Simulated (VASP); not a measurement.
# The defect Mg_Al in a supercell of MgAl2C2 (P-3m1), part 6 of 8

How easily does the defect Mg_Al form in MgAl2C2 (P-3m1)? The host is relaxed first, then a supercell is run with and without the defect. The start is a computed cell from the Materials Project.

VASP 6.6.1, plane waves and PAW; the level of theory is named at each step.

So far. Step 6 (Reference Mg): The run ended after 8 ionic steps, 0.012 eV below its first step, once forces and stress met EDIFFG = -0.02. Step 6 (Reference Mg): Energy at zero smearing: -3.44233 eV.

## 7. The defect cell, spin collinear, charge 0

This step: PBEsol, spin-polarised, with small moments to start from; plane waves and PAW (Mg, Al, C) (VASP 6.6.1).

System of this step: Mg19Al35C36 (Mg_Al). The cell holds 90 atoms: 19 Mg, 35 Al and 36 C. Cell: a = 10.130 Å, b = 10.130 Å, c = 11.536 Å, α = 90.0°, β = 90.0°, γ = 120.0°. It derives from MgAl2C2 (MgAl2C2 (P-3m1)). Nearest the centre at fractional (0.444, 0.556, 0.325): Mg10 at 0.05 Å, C60 at 1.96 Å, C72 at 1.99 Å, C76 at 2.01 Å, C71 at 2.18 Å, Al24 at 2.58 Å, Al36 at 2.59 Å, Al39 at 2.63 Å.

Atoms within 3.3 Å of the defect's centre start slightly displaced, with symmetry off, so that a distortion can develop. The atoms relax at the host's fixed cell.

INCAR reads:

```
SYSTEM = Mg19Al35C36
PREC = Normal
ENCUT = 400
EDIFF = 1E-05
NELM = 120
ISMEAR = 0
SIGMA = 0.05
LREAL = Auto
ALGO = Fast
GGA = PS
ISPIN = 2
MAGMOM = 0 0 0 0 0 0 0 0 0 0.6 0 0 0 0 0 0 0 0 0 0 0 0 0 0 0 0 0 0 0 0 0 0 0 0 0 0 0 0 0 0 0 0 0 0 0 0 0 0 0 0 0 0 0 0 0 0 0 0 0 0.6 0 0 0 0 0 0 0 0 0 0 0 0.6 0 0 0 0.6 0 0 0 0 0 0 0 0 0 0 0 0 0 0
LORBIT = 11
LWAVE = True
LCHARG = .TRUE.
IBRION = 2
NSW = 50
ISIF = 2
EDIFFG = -0.03
POTIM = 0.4
MAXMIX = 40
ISYM = 0
```

POSCAR reads:

```
Mg19Al35C36
1.0
   10.1304745446      0.0000000000      0.0000000000
   -5.0652372723      8.7732481764      0.0000000000
    0.0000000000      0.0000000000     11.5357978376
Mg Al C
19 35 36
Direct
    0.0000000000      0.0000000000      0.0000000000
    0.0000000000      0.0000000000      0.5000000000
    0.0000000000      0.3333333300      0.0000000000
    0.0000000000      0.3333333300      0.5000000000
    0.0000000000      0.6666666700      0.0000000000
    0.0000000000      0.6666666700      0.5000000000
    0.3333333300      0.0000000000      0.0000000000
    0.3333333300      0.0000000000      0.5000000000
    0.3333333300      0.3333333300      0.0000000000
    0.4406730800      0.5564393300      0.3233852900
    0.3388161100      0.3381283600      0.5029911200
    0.3333333300      0.6666666700      0.0000000000
    0.3333339500      0.6669628600      0.4961327200
    0.6666666700      0.0000000000      0.0000000000
    0.6666666700      0.0000000000      0.5000000000
    0.6666666700      0.3333333300      0.0000000000
    0.6666666700      0.3333333300      0.5000000000
    0.6666666700      0.6666666700      0.0000000000
    0.6680503900      0.6643835200      0.5004245300
    0.2222222200      0.1111111100      0.1751361400
    0.1111111100      0.2222222200      0.3248638600
    0.2222222200      0.1111111100      0.6751361400
    0.1111111100      0.2222222200      0.8248638600
    0.2241908700      0.4451784700      0.1760603200
    0.1111111100      0.5555555600      0.3248638600
    0.2222222200      0.4444444400      0.6751361400
    0.1111111100      0.5555555600      0.8248638600
    0.2222222200      0.7777777800      0.1751361400
    0.1111111100      0.8888888900      0.3248638600
    0.2222222200      0.7777777800      0.6751361400
    0.1111111100      0.8888888900      0.8248638600
    0.5555555600      0.1111111100      0.1751361400
    0.4444444400      0.2222222200      0.3248638600
    0.5555555600      0.1111111100      0.6751361400
    0.4444444400      0.2222222200      0.8248638600
    0.5510994700      0.4439826600      0.1731349400
    0.5555555600      0.4444444400      0.6751361400
    0.4444444400      0.5555555600      0.8248638600
    0.5540237000      0.7777383400      0.1712732700
    0.4444444400      0.8888888900      0.3248638600
    0.5555555600      0.7777777800      0.6751361400
    0.4444444400      0.8888888900      0.8248638600
    0.8888888900      0.1111111100      0.1751361400
    0.7777777800      0.2222222200      0.3248638600
    0.8888888900      0.1111111100      0.6751361400
    0.7777777800      0.2222222200      0.8248638600
    0.8888888900      0.4444444400      0.1751361400
    0.7777777800      0.5555555600      0.3248638600
    0.8888888900      0.4444444400      0.6751361400
    0.7777777800      0.5555555600      0.8248638600
    0.8888888900      0.7777777800      0.1751361400
    0.7777777800      0.8888888900      0.3248638600
    0.8888888900      0.7777777800      0.6751361400
    0.7777777800      0.8888888900      0.8248638600
    0.1111111100      0.2222222200      0.1348956600
    0.2222222200      0.1111111100      0.3651043400
    0.1111111100      0.2222222200      0.6348956600
    0.2222222200      0.1111111100      0.8651043400
    0.1111111100      0.5555555600      0.1348956600
    0.2275436900      0.4471161300      0.3657920900
    0.1111111100      0.5555555600      0.6348956600
    0.2222222200      0.4444444400      0.8651043400
    0.1111111100      0.8888888900      0.1348956600
    0.2222222200      0.7777777800      0.3651043400
    0.1111111100      0.8888888900      0.6348956600
    0.2222222200      0.7777777800      0.8651043400
    0.4444444400      0.2222222200      0.1348956600
    0.5555555600      0.1111111100      0.3651043400
    0.4444444400      0.2222222200      0.6348956600
    0.5555555600      0.1111111100      0.8651043400
    0.4396115600      0.5519890300      0.1355937000
    0.5588787800      0.4489665700      0.3650681600
    0.4444444400      0.5555555600      0.6348956600
    0.5555555600      0.4444444400      0.8651043400
    0.4444444400      0.8888888900      0.1348956600
    0.5535822500      0.7769702500      0.3698282700
    0.4444444400      0.8888888900      0.6348956600
    0.5555555600      0.7777777800      0.8651043400
    0.7777777800      0.2222222200      0.1348956600
    0.8888888900      0.1111111100      0.3651043400
    0.7777777800      0.2222222200      0.6348956600
    0.8888888900      0.1111111100      0.8651043400
    0.7777777800      0.5555555600      0.1348956600
    0.8888888900      0.4444444400      0.3651043400
    0.7777777800      0.5555555600      0.6348956600
    0.8888888900      0.4444444400      0.8651043400
    0.7777777800      0.8888888900      0.1348956600
    0.8888888900      0.7777777800      0.3651043400
    0.7777777800      0.8888888900      0.6348956600
    0.8888888900      0.7777777800      0.8651043400
```

KPOINTS reads:

```
Automatic mesh
0
Gamma
2 2 1
0 0 0
```

PAW data sets: Mg, Al and C (PBE family, release 64).

Started as:

```sh
$ export OMP_NUM_THREADS=5
$ mpirun -np 1 vasp_std
```

Log:

```text
[... set-up lines as in an earlier step ...]
 entering main loop
       N       E                     dE             d eps       ncg     rms          rms(c)
DAV:   1     0.690979401713E+03    0.69098E+03   -0.10179E+05  3104   0.105E+03
DAV:   2    -0.492049812071E+03   -0.11830E+04   -0.11238E+04  3784   0.199E+02
DAV:   3    -0.597170616278E+03   -0.10512E+03   -0.10399E+03  3680   0.579E+01
DAV:   4    -0.600437462590E+03   -0.32668E+01   -0.32546E+01  3680   0.109E+01
DAV:   5    -0.600550668990E+03   -0.11321E+00   -0.11309E+00  3776   0.203E+00    0.413E+01
RMM:   6    -0.527942498238E+03    0.72608E+02   -0.23690E+02  3040   0.218E+01    0.139E+01
RMM:   7    -0.529238955686E+03   -0.12965E+01   -0.66357E+01  3040   0.132E+01    0.975E+00
RMM:   8    -0.528753735039E+03    0.48522E+00   -0.97098E+00  3040   0.575E+00    0.345E+00
RMM:   9    -0.528194616478E+03    0.55912E+00   -0.10166E+00  3054   0.184E+00    0.161E+00
RMM:  10    -0.528176470093E+03    0.18146E-01   -0.68280E-01  3054   0.119E+00    0.565E-01
RMM:  11    -0.528186508069E+03   -0.10038E-01   -0.11159E-01  3117   0.649E-01    0.336E-01
RMM:  12    -0.528187691143E+03   -0.11831E-02   -0.24317E-02  3182   0.261E-01    0.208E-01
RMM:  13    -0.528187101441E+03    0.58970E-03   -0.48186E-03  3065   0.121E-01    0.853E-02
RMM:  14    -0.528187136457E+03   -0.35015E-04   -0.14512E-03  3136   0.655E-02    0.458E-02
RMM:  15    -0.528187203214E+03   -0.66757E-04   -0.37086E-04  3226   0.330E-02    0.312E-02
RMM:  16    -0.528187233189E+03   -0.29975E-04   -0.92674E-05  2830   0.174E-02    0.234E-02
RMM:  17    -0.528187265674E+03   -0.32485E-04   -0.17751E-04  2988   0.208E-02    0.124E-02
RMM:  18    -0.528187284239E+03   -0.18564E-04   -0.82975E-05  2622   0.148E-02    0.167E-02
RMM:  19    -0.528187280780E+03    0.34590E-05   -0.22911E-05  2052   0.841E-03
   1 F= -.52818728E+03 E0= -.52817132E+03  d E =-.528187E+03  mag=     0.0142
 curvature:   0.00 expect dE= 0.000E+00 dE for cont linesearch  0.000E+00
 trial: gam= 0.00000 g(F)=  0.120E+01 g(S)=  0.000E+00 ort = 0.000E+00 (trialstep = 0.100E+01)
 search vector abs. value=  0.120E+01
 bond charge predicted
       N       E                     dE             d eps       ncg     rms          rms(c)
DAV:   1    -0.528836873656E+03   -0.64959E+00   -0.84922E+01  3148   0.184E+01    0.159E+00
RMM:   2    -0.528842857376E+03   -0.59837E-02   -0.13408E+00  3040   0.229E+00    0.116E+00
RMM:   3    -0.528813293520E+03    0.29564E-01   -0.21776E-01  3040   0.862E-01    0.481E-01
RMM:   4    -0.528813063792E+03    0.22973E-03   -0.46936E-02  3040   0.386E-01    0.382E-01
RMM:   5    -0.528811898077E+03    0.11657E-02   -0.14513E-02  3055   0.211E-01    0.200E-01
RMM:   6    -0.528811779234E+03    0.11884E-03   -0.70144E-03  3049   0.141E-01    0.726E-02
RMM:   7    -0.528811892131E+03   -0.11290E-03   -0.15730E-03  3094   0.740E-02    0.347E-02
RMM:   8    -0.528811902931E+03   -0.10800E-04   -0.34288E-04  3136   0.340E-02    0.189E-02
RMM:   9    -0.528811908648E+03   -0.57164E-05   -0.93399E-05  2897   0.172E-02
   2 F= -.52881191E+03 E0= -.52879478E+03  d E =-.624628E+00  mag=    -0.0012
[... from here on, the cycles between the ionic steps are left out ...]
   3 F= -.52881477E+03 E0= -.52879743E+03  d E =-.627486E+00  mag=     0.0011
   4 F= -.52888675E+03 E0= -.52887005E+03  d E =-.719843E-01  mag=    -0.0002
   5 F= -.52889197E+03 E0= -.52887550E+03  d E =-.772045E-01  mag=    -0.0001
   6 F= -.52890187E+03 E0= -.52888545E+03  d E =-.989540E-02  mag=    -0.0005
   7 F= -.52890335E+03 E0= -.52888696E+03  d E =-.113776E-01  mag=    -0.0013
   8 F= -.52890785E+03 E0= -.52889132E+03  d E =-.450276E-02  mag=    -0.0015
   9 F= -.52890867E+03 E0= -.52889205E+03  d E =-.532499E-02  mag=    -0.0026
  10 F= -.52891097E+03 E0= -.52889435E+03  d E =-.229395E-02  mag=    -0.0060
  11 F= -.52891154E+03 E0= -.52889493E+03  d E =-.286734E-02  mag=    -0.0003
 curvature:  -2.05 expect dE=-0.241E-02 dE for cont linesearch -0.415E-06
 trial: gam= 0.48158 g(F)=  0.118E-02 g(S)=  0.000E+00 ort = 0.281E-04 (trialstep = 0.158E+01)
 search vector abs. value=  0.211E-02
 bond charge predicted
       N       E                     dE             d eps       ncg     rms          rms(c)
DAV:   1    -0.528912708363E+03   -0.11692E-02   -0.12876E-01  3106   0.842E-01    0.596E-02
RMM:   2    -0.528912745741E+03   -0.37378E-04   -0.24395E-03  3040   0.104E-01    0.366E-02
RMM:   3    -0.528912725803E+03    0.19938E-04   -0.34276E-04  3040   0.394E-02    0.228E-02
RMM:   4    -0.528912720933E+03    0.48701E-05   -0.10010E-04  3048   0.187E-02    0.170E-02
RMM:   5    -0.528912724323E+03   -0.33904E-05   -0.67413E-05  2672   0.129E-02
  12 F= -.52891272E+03 E0= -.52889605E+03  d E =-.118267E-02  mag=     0.0041
 trial-energy change:   -0.001183  1 .order   -0.001161   -0.001875   -0.000448
 step:   2.0720(harm=  2.0720)  dis= 0.00418  next Energy=  -528.912773 (dE=-0.123E-02)
 reached required accuracy - stopping structural energy minimisation
 writing wavefunctions
```

Wall time 15 min (1 × NVIDIA H100 80GB HBM3, 81559 MiB with 1 MPI rank of AMD EPYC 7R13 (Zen 3), card shared with another run, shared host); peak memory 2.4 GiB.

OUTCAR, selected parts (step 7):

```text
   k-points           NKPTS =      4   k-points in BZ     NKDIM =      4   number of bands    NBANDS=    190

   NELECT =     287.0000    total number of electrons

 E-fermi :   6.6600

 spin component 1
 k-point     1 :       0.0000    0.0000    0.0000
  band No.  band energies     occupation
    ...
    140       6.2541      1.00000
    141       6.2545      1.00000
    142       6.4613      1.00000
    143       6.5192      0.99997
    144       6.5206      0.99996
    145       9.0360      0.00000
    146       9.0362      0.00000
    147       9.2555      0.00000
    148       9.2581      0.00000
    149       9.2638      0.00000
    ...

 k-point     2 :       0.5000    0.0000    0.0000
  band No.  band energies     occupation
    ...
    139       6.2390      1.00000
    140       6.2494      1.00000
    141       6.2598      1.00000
    142       6.3980      1.00000
    143       6.6225      0.85558
    144       6.6619      0.47923
    145       8.5180      0.00000
    146       8.6678      0.00000
    147       9.4537      0.00000
    148       9.4602      0.00000
    ...

  Total        1.8386742      1.8173129     -8.0979508     -0.0546860      0.0130501      0.0464740
  in kB        2.8732771      2.8398961    -12.6545840     -0.0854573      0.0203933      0.0726244
  external PRESSURE =      -2.3138036 kB  Pullay stress =       0.0000000 kB

 POSITION                                       TOTAL-FORCE (eV/Angst)
 -----------------------------------------------------------------------------------
      0.00127      0.00000      0.00460         0.002686     -0.002361      0.004958
      5.06454      8.77295      5.76242         0.001620      0.004536     -0.004660
     -1.68453      2.92556      0.01053         0.006242      0.012536      0.010328
     -1.68206      2.92912      5.73870        -0.004905     -0.005903      0.001326
     -3.37711      5.85240      0.00688        -0.000606     -0.001508     -0.004498
      6.75273      5.84855      5.76188         0.002416      0.003530     -0.003119
     -1.69040      8.77161      0.00634         0.002304      0.003134     -0.000822
      3.37570      0.00303      5.76094        -0.001763     -0.006923      0.001255
      1.68623      2.94038      0.00729         0.004709      0.009049     -0.003532
      1.68812      4.87524      3.80129         0.005058      0.005177      0.009064
      1.69047      2.92740      5.74768        -0.004265     -0.013981      0.009891
      0.01216      5.83884      0.00462         0.012507      0.004093      0.004251
     -0.00143      5.85132      5.74844        -0.004098     -0.000217     -0.004508
      1.68827      8.77120      0.01091        -0.001248     -0.015695      0.009721
      1.68762      8.76760      5.73874         0.000681     -0.001786     -0.000631
      5.05852      2.92808      0.00853         0.000970      0.003727      0.014414
      5.05861      2.92946      5.73798         0.004544     -0.008626      0.007295
      3.36111      5.84083      0.00581        -0.005539     -0.001513      0.000861
      3.37851      5.84787      5.74882         0.004867      0.008732      0.001158
      1.68759      0.98052      2.02084         0.000958     -0.007174     -0.006533
     -0.01042      1.95221      3.75860        -0.000259     -0.009725     -0.001770
      1.68827      0.97657      7.78135        -0.003893     -0.016887      0.007450
     -0.00116      1.94843      9.51841        -0.000334      0.005157      0.000436
      0.01312      3.90803      2.03284        -0.008209     -0.004919     -0.001208
[...]
-----------------------------------------------------------------------------------
    total drift:                                0.017812     -0.010931     -0.005280

  FREE ENERGIE OF THE ION-ELECTRON SYSTEM (eV)
  ---------------------------------------------------
  free  energy   TOTEN  =      -528.9127243235 eV

  energy  without entropy=     -528.8793804110  energy(sigma->0) =     -528.89605237

 magnetization (x)
# of ion       s       p       d       tot
------------------------------------------
    1       -0.000   0.000   0.000   0.000
    2       -0.000   0.000   0.000   0.000
    3       -0.000   0.000   0.000   0.000
    4       -0.000   0.000   0.000   0.000
    5       -0.000   0.000   0.000   0.000
    6       -0.000   0.000   0.000   0.000
    7       -0.000   0.000   0.000   0.000
    8       -0.000   0.000   0.000   0.000
    9       -0.000   0.000   0.000   0.000
   10       -0.000  -0.000   0.000  -0.000
   11       -0.000   0.000   0.000   0.000
   12       -0.000   0.000   0.000   0.000
   13       -0.000   0.000   0.000   0.000
   14       -0.000   0.000   0.000   0.000
   15       -0.000   0.000   0.000   0.000
   16       -0.000   0.000   0.000   0.000
   17       -0.000   0.000   0.000   0.000
   18       -0.000   0.000   0.000   0.000
   19       -0.000   0.000   0.000   0.000
   20       -0.000  -0.000   0.000  -0.000
   21       -0.000  -0.000   0.000  -0.000
   22       -0.000  -0.000   0.000  -0.000
   23       -0.000  -0.000   0.000  -0.000
[...]
--------------------------------------------------
tot          0.000   0.002   0.000   0.002

[... 4 parts as in an earlier step ...]

[... 11 further parts left out ...]
```

Relaxation path:

```csv
step,energy less that of the first step (eV),largest force (eV/Å)
1,0.0000,3.3262
2,-0.6246,0.6009
3,-0.6275,0.5963
4,-0.6995,0.2913
5,-0.7047,0.2009
6,-0.7146,0.1130
7,-0.7161,0.1074
8,-0.7206,0.0838
9,-0.7214,0.0708
10,-0.7237,0.0489
11,-0.7243,0.0396
12,-0.7254,0.0189
```

The atoms that moved most (Å):

```csv
atom,dx,dy,dz,length
C60,-0.126,-0.071,0.043,0.151
C72,0.073,-0.088,0.054,0.127
C71,0.030,0.033,-0.106,0.115
C76,0.014,0.107,-0.006,0.108
Mg10,0.042,-0.007,0.071,0.083
Mg11,-0.029,-0.039,-0.055,0.073
Al39,0.014,-0.013,0.056,0.059
Al36,0.028,0.013,0.033,0.046
```

Numbers from this step:

```
electronic cycles                                 : 83
electrons                                         : 287
free energy (TOTEN)                               : -528.9127 eV
energy at zero smearing                           : -528.8961 eV
Fermi energy                                      : 6.66 eV
moment of the cell, from the last line of the log : 0 μB
```

The spin moment in the PAW sphere vanishes on all atoms.

(Part 6 of 8 ends here.)

[Lines on the potential files, build, host, timing and source positions are cut from VASP's logs without a mark.]

[Logs are printed without paths, hosts, clocks, repeated set-up lines and the standing remarks that a program may print on its own settings, such as how far it seeks lower states.]

[Hosts, paths, dates, database ids (printed as entryN), source tags and the programs' standing remarks are cut or masked in the printed files.]

[In band tables of VASP the shares of atoms and orbitals are scaled to a sum of 1 inside the atoms' spheres.]

[Runs that stopped without an error message from VASP are left out.]
